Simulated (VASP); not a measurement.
Write the native input for VASP 6.6.1 that does the following.

```
Task                               : relaxation of cell and atoms
Functional                         : SCAN0
Potentials or basis                : VASP PAW PBE potentials, release 64 (Si, F)
Cutoff                             : 600 eV
k mesh                             : 5 × 5 × 5
Occupations                        : gaussian, width 0.05 eV
Spin                               : no spin polarisation
Grid for exact exchange (PRECFOCK) : Fast
Exchange at q = 0                  : truncated
Further INCAR settings             : ALGO = Normal; EDIFF = 1e-07; IBRION = 2; EDIFFG = -0.005; NSW = 60; ISIF = 3
```

SiF:

```
CELL_PARAMETERS angstrom
3.02860 0.00000 0.00000
0.00000 3.02860 0.00000
0.00000 0.00000 3.02860
ATOMIC_POSITIONS crystal
Si 0.50000 0.50000 0.50000
F 0.00000 0.00000 0.00000
```

The cell was built by a generator and needn't be a form met in nature.

The input as run:

POSCAR

```
SiF
1.0
    3.0286000000      0.0000000000      0.0000000000
    0.0000000000      3.0286000000      0.0000000000
    0.0000000000      0.0000000000      3.0286000000
Si F
1 1
Direct
    0.5000000000      0.5000000000      0.5000000000
    0.0000000000      0.0000000000      0.0000000000
```

INCAR.step1

```
SYSTEM = SiF
PREC = Accurate
ENCUT = 600
EDIFF = 1E-5
ISMEAR = 0
SIGMA = 0.05
LREAL = .FALSE.
LASPH = .TRUE.
NELM = 100
ALGO = Normal
LWAVE = .TRUE.
LCHARG = .FALSE.
GGA = PE
```

INCAR.step2

```
SYSTEM = SiF
PREC = Accurate
ENCUT = 600
EDIFF = 1E-7
ISMEAR = 0
SIGMA = 0.05
LREAL = .FALSE.
LASPH = .TRUE.
NELM = 100
ALGO = Normal
ISIF = 3
LWAVE = .FALSE.
LCHARG = .FALSE.
METAGGA = SCAN
LHFCALC = .TRUE.
AEXX = 0.25
LMIXTAU = .TRUE.
PRECFOCK = Fast
HFRCUT = -1
IBRION = 2
NSW = 60
EDIFFG = -0.005
ISTART = 1
```

KPOINTS

```
regular mesh
0
G
  5 5 5
  0 0 0
```

Potentials or basis: VASP PAW PBE potentials, release 64 (Si, F).

Command:

```bash
$ cat potpaw_PBE.64/Si/POTCAR potpaw_PBE.64/F/POTCAR > POTCAR
$ cp INCAR.step1 INCAR
$ mpirun -np 1 vasp_std > vasp.out
$ cp INCAR.step2 INCAR
$ mpirun -np 1 vasp_std > vasp.out
```

Results of the run:

```json
{
  "Relaxed volume": "13.33 Å³/atom",
  "Relaxed cell": "a = 2.987 Å, b = 2.987 Å, c = 2.987 Å, α = 90.00°, β = 90.00°, γ = 90.00°",
  "Space group after relaxing (to 0.05 Å)": "Pm-3m (No. 221)",
  "Energy gained by relaxing": "6.0 meV/atom",
  "Ionic steps": "2",
  "Pressure after relaxing": "0.0 GPa",
  "Band gap on the k mesh": "none (metal or under the smearing width)"
}
```

Caveat: the k mesh is coarse (spacing up to 0.41 Å⁻¹), so the values aren't converged, least of all with exact exchange; the PAW data sets were made with another functional, which shifts forces and pressure a little; an odd number of electrons without spin polarisation forces a metal; a magnetic or distorted state may lie lower.

Wall time 75 s on 1 thread of Intel(R) Xeon(R) 6975P-C (Granite Rapids) (shared host), peak memory 0.14 GiB.
